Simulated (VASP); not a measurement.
Here is the system:

```yaml
crystal:
  lattice:
    - [3.85286, 0.00000, 0.00000]
    - [-1.92643, 3.33667, 0.00000]
    - [0.00000, 0.00000, 6.43728]
  atoms:
    - { symbol: Sn, position: [0.33333, 0.66667, 0.00267] }
    - { symbol: Sn, position: [0.66667, 0.33333, 0.50267] }
    - { symbol: O, position: [0.33333, 0.66667, 0.37233] }
    - { symbol: O, position: [0.66667, 0.33333, 0.87233] }
```

Calculation: PBE GGA, VASP's PBE PAW potentials (set 64) (plane waves; VASP). Numerical set-up: 520 eV cut-off, 8×8×4 Γ-centred mesh, tetrahedra with Blöchl corrections, potentials Sn_d O.

Question: Estimate the energy per atom (σ→0).

Answer: 
The energy per atom (σ→0) comes out as -5.262 eV/atom.

The structure was generated: SnO was put into the wurtzite type (P6_3mc), which need not be its known phase. It was relaxed first, which changed the volume by +56 %.
